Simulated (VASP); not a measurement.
Al2GaP3: relaxation of cell and atoms with PBE

The system is Al2GaP3.

```xyz
6
Lattice="3.3644 0.0000 0.0000 0.0000 3.3644 0.0000 0.0000 0.0000 11.7448" Properties=species:S:1:pos:R:3 pbc="T T T"
Al    0.0000    0.0000    0.2832
Al    1.6822    1.6822    5.7700
Ga    1.6822    1.6822    1.7803
P     0.0000    0.0000    7.6512
P     0.0000    0.0000    3.8684
P     1.6822    1.6822   10.0091
```

The cell was built by a generator and needn't be a form met in nature.

```yaml
Program: VASP 6.6.1
Task: relaxation of cell and atoms
Functional: PBE
Potentials_or_basis: VASP PAW PBE potentials, release 64 (Al, Ga_d, P)
Cutoff: 520 eV
k_mesh: 4 × 4 × 2
Occupations: gaussian, width 0.15 eV
Spin: no spin polarisation
Further_INCAR_settings: PREC = Normal; ALGO = Fast; EDIFF = 0.0001; IBRION = 2; EDIFFG = -0.08; NSW = 24; ISIF = 3
```

| Property | Result |
| --- | --- |
| Relaxed volume | 16.34 Å³/atom |
| Relaxed cell | a = 2.921 Å, b = 2.921 Å, c = 11.492 Å, α = 90.00°, β = 90.00°, γ = 90.00° |
| Space group after relaxing (to 0.05 Å) | P4mm (No. 99) |
| Energy gained by relaxing | 532.6 meV/atom |
| Ionic steps | 17 |
| Pressure after relaxing | 0.3 GPa |
| Largest force after relaxing | 0.061 eV/Å |

Forces on the atoms (eV/Å):
```
Al   0.000  0.000  0.018
Al   0.000  0.000  0.035
Ga   0.000  0.000 -0.041
P    0.000  0.000 -0.061
P    0.000  0.000 -0.010
P    0.000  0.000  0.059
```

Stress tensor (GPa, compression positive):
```
0.33 0.00 0.00
0.00 0.33 0.00
0.00 0.00 0.22
```

Step by step:
```tsv
step	energy change (eV)	largest force (eV/Å)	pressure (GPa)	volume (Å³)
1	0.0000	1.3458	-13.26	132.95
2	-2.2545	2.2283	-4.24	100.69
3	-2.3918	2.3781	1.58	93.40
4	-2.7741	1.4592	3.20	92.07
5	-2.9328	0.9362	6.03	90.61
6	-3.1366	0.4808	0.03	97.06
7	-3.1387	0.4579	-0.96	97.85
8	-3.1385	0.4782	-0.31	97.57
9	-3.1650	0.2772	-0.29	97.27
10	-3.1710	0.2227	-0.08	97.08
11	-3.1779	0.1016	0.20	96.90
12	-3.1847	0.1076	0.57	96.84
13	-3.1861	0.0611	0.62	96.74
14	-3.1919	0.0812	-0.14	97.73
15	-3.1922	0.0739	0.20	97.80
16	-3.1926	0.0810	-0.30	97.95
17	-3.1958	0.0611	0.30	98.05
```

Final structure:
```cif
data_structure
_symmetry_space_group_name_H-M 'P 1'
_symmetry_Int_Tables_number 1
_cell_length_a 2.9210
_cell_length_b 2.9210
_cell_length_c 11.4917
_cell_angle_alpha 90.000
_cell_angle_beta 90.000
_cell_angle_gamma 90.000
_cell_volume 98.05
loop_
_atom_site_label
_atom_site_type_symbol
_atom_site_fract_x
_atom_site_fract_y
_atom_site_fract_z
_atom_site_occupancy
Al1 Al 0.00000 0.00000 0.98393 1
Al2 Al 0.50000 0.50000 0.50071 1
Ga1 Ga 0.50000 0.50000 0.17763 1
P1 P 0.00000 0.00000 0.63354 1
P2 P 0.00000 0.00000 0.34580 1
P3 P 0.50000 0.50000 0.85839 1
```

Levels at points of the mesh, in eV from the Fermi level:
```csv
k point,band 13,band 14,band 15,band 16,band 17,band 18,band 19,band 20,band 21
"(0.00, 0.00, 0.00)",0.83,0.83,1.20,1.20,1.86,1.86,1.92,4.13,4.13
"(0.50, 0.00, 0.00)",-4.91,-3.66,-3.48,-0.50,0.29,1.47,1.95,2.74,2.94
"(0.50, 0.50, 0.00)",-4.19,-4.19,-2.75,-2.22,-1.87,-1.05,-0.84,-0.84,-0.13
"(0.00, 0.00, 0.50)",0.28,0.86,0.86,1.13,1.13,1.91,1.91,4.16,4.52
"(0.50, 0.00, 0.50)",-5.43,-2.63,-2.56,-1.84,-1.02,2.74,2.79,2.94,3.48
"(0.50, 0.50, 0.50)",-4.05,-4.05,-2.83,-2.06,-1.45,-1.22,-1.18,-1.12,-1.12
```

Wall time 2.3 min on 1 thread of Intel(R) Xeon(R) Platinum 8488C (Sapphire Rapids) (shared host), peak memory 0.2 GiB.

Caveat: the k mesh is coarse (spacing up to 0.47 Å⁻¹), so the values aren't converged; the volume moved by over 15 % at a fixed basis, so the end points are rough; the bands computed are all filled at some k points, so no gap is given.
